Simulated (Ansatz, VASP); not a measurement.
## One calculation of Si4Sn, two programs

```
CELL_PARAMETERS angstrom
-2.76597 2.76597 2.76597
2.76597 -2.76597 2.76597
2.76597 2.76597 -2.76597
ATOMIC_POSITIONS crystal
Si 0.50000 0.50000 0.50000
Si 0.50000 0.00000 0.00000
Si 0.00000 0.00000 0.50000
Si 0.00000 0.50000 0.00000
Sn 0.00000 0.00000 0.00000
```

Change from the starting cell: species swapped into the Hg4Pt type (Im-3m, No. 229).

Alike in both runs: task relaxation of cell and atoms; functional PBE; k mesh 4 × 4 × 4; occupations gaussian, width 0.1 eV; no spin polarisation.

```csv
,VASP,Ansatz
version,VASP 6.6.1,Ansatz 0.2.0
potentials or method,"VASP PAW PBE potentials, release 64 (Si, Sn_d)","scalar-relativistic, plane waves, PAW"
plane-wave cutoff (eV),600,420
valence electrons in the cell,30,30
```

|  | VASP | Ansatz | Ansatz less VASP |
| --- | --- | --- | --- |
| gap on the k mesh at the Fermi level, each at its own relaxed structure (eV) | none | none | - |
| relaxed volume (Å³/atom) | 23.21 | 23.22 | +0.011 |
| relaxed cell length with the largest relative difference (Å) | 5.322 | 5.323 | +0.0008 |
| energy change over the relaxation (meV/atom) | -492 | -496 | -3.2 |

A gap of «none» marks a metal or a gap that the smearing closes.

Caveats: the k mesh is coarse (spacing up to 0.40 Å⁻¹), so the values aren't converged; the volume moved by over 15 % at a fixed basis, so the end points are rough (VASP).
